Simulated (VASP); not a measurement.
```
CELL_PARAMETERS angstrom
      0.00000     2.61612     2.61612
      2.61612     0.00000     2.61612
      2.61612     2.61612     0.00000
ATOMIC_POSITIONS crystal
  Co 0.00000 0.00000 0.00000
  Si 0.25000 0.25000 0.25000
  Si 0.75000 0.75000 0.75000
```

Calculation: PBEsol GGA, VASP's PBE PAW potentials (set 64) (plane waves; VASP). Settings: 500 eV cut-off, 10×10×10 Γ-centred mesh, first-order Methfessel-Paxton smearing of 0.10 eV, potentials Co Si.

Energy and stress use the plane-wave basis of the starting cell.

Q: The ions, cell shape and volume at an external pressure of 20.0 GPa are relaxed. What does this cell relax into?

A: 
```
CELL_PARAMETERS angstrom
      0.00000     2.58262     2.58262
      2.58262     0.00000     2.58262
      2.58262     2.58262     0.00000
ATOMIC_POSITIONS crystal
  Co 0.00000 0.00000 0.00000
  Si 0.25000 0.25000 0.25000
  Si 0.75000 0.75000 0.75000
```
Space group Fm-3m (225), at a tolerance of 0.03 Å.

Q: How do energy and volume change from the first to the last step?

A: The energy (σ→0) changes by +41.8 meV/atom and the volume by -3.8 %, in 4 ionic steps.

The compound is CoSi2 in the fluorite structure. This run relaxes it under an external pressure of 20 GPa. Symmetry was kept, so distortions that lower it aren't found. The run is not spin-polarised, so no magnetic state was tried. The electron count is odd and the run is not spin-polarised, which forces a metal.
